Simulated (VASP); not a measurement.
A convergence study with VASP on ZnS (zinc blende): a few settings are varied, all else stays as given below, so the limit is that of these other settings.

```
ZnS
1.0
    0.00000     2.70500     2.70500
    2.70500     0.00000     2.70500
    2.70500     2.70500     0.00000
Zn S
1 1
Direct
  0.00000   0.00000   0.00000
  0.25000   0.25000   0.25000
```

Level of theory: PBE GGA, VASP's PBE PAW potentials (set 64) (plane waves; VASP 6.6.1). The last row used: 550 eV cut-off, 15×15×15 Γ-centred mesh, second-order Methfessel-Paxton smearing of 0.40 eV, potentials Zn S.

Gaps are read on the run's mesh, which can miss a band edge.

| setting | E (eV/atom) | pressure (GPa) | gap on the mesh (eV) | irreducible k-points |
|---|---|---|---|---|
| ISMEAR = -1, SIGMA = 0.01, 4×4×4 mesh | -3.4011 | 1.81 | 2.091 | 8 |
| ISMEAR = -1, SIGMA = 0.1, 4×4×4 mesh | -3.4011 | 1.81 | 2.091 | 8 |
| ISMEAR = 0, SIGMA = 0.01, 4×4×4 mesh | -3.4011 | 1.81 | 2.091 | 8 |
| ISMEAR = 0, SIGMA = 0.2, 4×4×4 mesh | -3.4011 | 1.81 | 2.091 | 8 |
| ISMEAR = 1, SIGMA = 0.05, 4×4×4 mesh | -3.4010 | 1.81 | 2.091 | 8 |
| ISMEAR = 1, SIGMA = 0.2, 4×4×4 mesh | -3.4009 | 1.81 | 2.091 | 8 |
| ISMEAR = 2, SIGMA = 0.05, 4×4×4 mesh | -3.4010 | 1.81 | 2.091 | 8 |
| ISMEAR = 2, SIGMA = 0.2, 4×4×4 mesh | -3.4009 | 1.81 | 2.091 | 8 |
| ISMEAR = -1, SIGMA = 0.01, 9×9×9 mesh | -3.4243 | 1.51 | 2.100 | 35 |
| ISMEAR = -1, SIGMA = 0.2, 9×9×9 mesh | -3.4243 | 1.51 | 2.100 | 35 |
| ISMEAR = 0, SIGMA = 0.01, 9×9×9 mesh | -3.4243 | 1.51 | 2.100 | 35 |
| ISMEAR = 0, SIGMA = 0.4, 9×9×9 mesh | -3.4243 | 1.51 | 2.100 | 35 |
| ISMEAR = 1, SIGMA = 0.05, 9×9×9 mesh | -3.4243 | 1.51 | 2.100 | 35 |
| ISMEAR = 1, SIGMA = 0.4, 9×9×9 mesh | -3.4243 | 1.48 | 2.101 | 35 |
| ISMEAR = 2, SIGMA = 0.05, 9×9×9 mesh | -3.4243 | 1.51 | 2.100 | 35 |
| ISMEAR = 2, SIGMA = 0.4, 9×9×9 mesh | -3.4241 | 1.51 | 2.100 | 35 |
| ISMEAR = -1, SIGMA = 0.05, 15×15×15 mesh | -3.4244 | 1.51 | 2.100 | 120 |
| ISMEAR = -1, SIGMA = 0.2, 15×15×15 mesh | -3.4243 | 1.51 | 2.100 | 120 |
| ISMEAR = 0, SIGMA = 0.1, 15×15×15 mesh | -3.4244 | 1.51 | 2.100 | 120 |
| ISMEAR = 0, SIGMA = 0.4, 15×15×15 mesh | -3.4244 | 1.51 | 2.100 | 120 |
| ISMEAR = 1, SIGMA = 0.1, 15×15×15 mesh | -3.4244 | 1.51 | 2.100 | 120 |
| ISMEAR = 1, SIGMA = 0.4, 15×15×15 mesh | -3.4243 | 1.48 | 2.101 | 120 |
| ISMEAR = 2, SIGMA = 0.1, 15×15×15 mesh | -3.4244 | 1.51 | 2.100 | 120 |
| ISMEAR = 2, SIGMA = 0.4, 15×15×15 mesh | -3.4243 | 1.50 | 2.100 | 120 |

Left out are rungs that failed or repeat a setting and relaxations that didn't move; long series are thinned to 24 rows.

The compound is ZnS in the zinc blende structure. The cell was not relaxed at this level.
